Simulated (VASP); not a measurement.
A run of VASP 6.6.1:

INCAR

```
ALGO = Normal
EDIFF = 1E-7
EDIFFG = -0.005
ENCUT = 600
GGA = PS
IBRION = 2
ISIF = 3
ISMEAR = 1
KPAR = 4
LASPH = True
LCHARG = False
LREAL = False
LWAVE = False
NELM = 80
NSW = 90
PREC = Accurate
SIGMA = 0.1
```

Contents of KPOINTS:

```
k-points
0
Gamma
  9 9 8
```

Contents of POSCAR:

```
Ti8N5O3                                 
1.0
   -4.2236308862     -4.2236308862     -0.0000000000
    0.0000000000     -4.2236308862      4.2236308862
   -4.2329195597      0.0092886735      4.2329195597
  Ti              O               N             
     8     3     5
Direct
     0.5007668209896005    0.0007668209896005    0.9800607957414444
     0.0184055622793550    0.0007668209896005    0.9800607957414444
     0.5007668209896005    0.5184055622793549    0.9800607957414444
     0.0082504213778042    0.5082504213778042    0.9752487358665874
     0.4917495786221958    0.9917495786221958    0.5247512641334126
     0.9992331790103995    0.9815944377206451    0.5199392042585556
     0.4815944377206451    0.4992331790103997    0.5199392042585556
     0.9992331790103995    0.4992331790103997    0.5199392042585556
     0.7500000000000000    0.2500000000000000    0.2500000000000000
     0.2500000000000000    0.2500000000000000    0.2500000000000000
     0.7500000000000000    0.7500000000000000    0.2500000000000000
     0.2500000000000000    0.7500000000000000    0.2500000000000000
     0.7500000000000000    0.2500000000000000    0.7500000000000000
     0.2500000000000000    0.2500000000000000    0.7500000000000000
     0.7500000000000000    0.7500000000000000    0.7500000000000000
     0.2500000000000000    0.7500000000000000    0.7500000000000000
```

Potentials or basis: VASP PAW PBE potentials, release 64 (Ti_sv, O, N).

The run is started by

```console
$ cat potpaw_PBE.64/Ti_sv/POTCAR potpaw_PBE.64/O/POTCAR potpaw_PBE.64/N/POTCAR > POTCAR
$ mpirun -np 4 vasp_std > vasp.out
```

Hardware: 4 MPI ranks on Intel(R) Xeon(R) 6975P-C (Granite Rapids), with other jobs on the host.

Question: How long does it take, and how much memory?

Answer: Run time: 17 min on 4 MPI ranks on Intel(R) Xeon(R) 6975P-C (Granite Rapids), with other jobs on the host, peak memory 1.8 GiB a rank. Counts: scf iterations 29, k points 185, ion steps 2.
